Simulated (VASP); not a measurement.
Given:

```
HfC
1.0
    0.00000     2.33672     2.33672
    2.33672     0.00000     2.33672
    2.33672     2.33672     0.00000
Hf C
1 1
Direct
  0.00000   0.00000   0.00000
  0.50000   0.50000   0.50000
```

Level of theory: RPBE GGA, VASP's PBE PAW potentials (set 64) (plane waves; VASP). Run with 520 eV cut-off, Gaussian smearing of 0.050 eV, potentials Hf_pv C.

Unless said otherwise, spin-orbit coupling is left out, though it shifts the bands of the heavy elements here.

### Question
What does the run give for the band gap (along the path) with the smallest direct gap where there is one?

### Answer

```
Quantity                                                     Result
-------------------------  ----------------------------------------
band gap (along the path)  none (metal, semimetal or under 0.01 eV)
```

Only differences to runs with the same potentials and settings are physical.

The compound is HfC in the rock salt structure. It was relaxed first.
